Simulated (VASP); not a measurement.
```xyz
1
Lattice="0.0000 2.7115 2.7115 2.7115 0.0000 2.7115 2.7115 2.7115 0.0000" Properties=species:S:1:pos:R:3 pbc="T T T"
Yb     0.0000     0.0000     0.0000
```

Level of theory: PBE GGA, VASP's PBE PAW potentials (set 64) (plane waves; VASP). Numerical set-up: 400 eV cut-off, 9×9×9 Γ-centred mesh, tetrahedra with Blöchl corrections, potentials Yb_2.

The 4f electrons are frozen in the core of the lanthanide potential, so 4f levels, which can set the real gap, and their magnetism are missing.

Q: Predict the energy per atom (σ→0).

A: 
```
Quantity                                Value
---------------------  ----------------------
energy per atom (σ→0)  -141.3 kJ/mol of atoms
```

The absolute energy has meaning only against runs of the same code, potentials and settings.

The compound is Yb in the fcc structure. It was relaxed first.
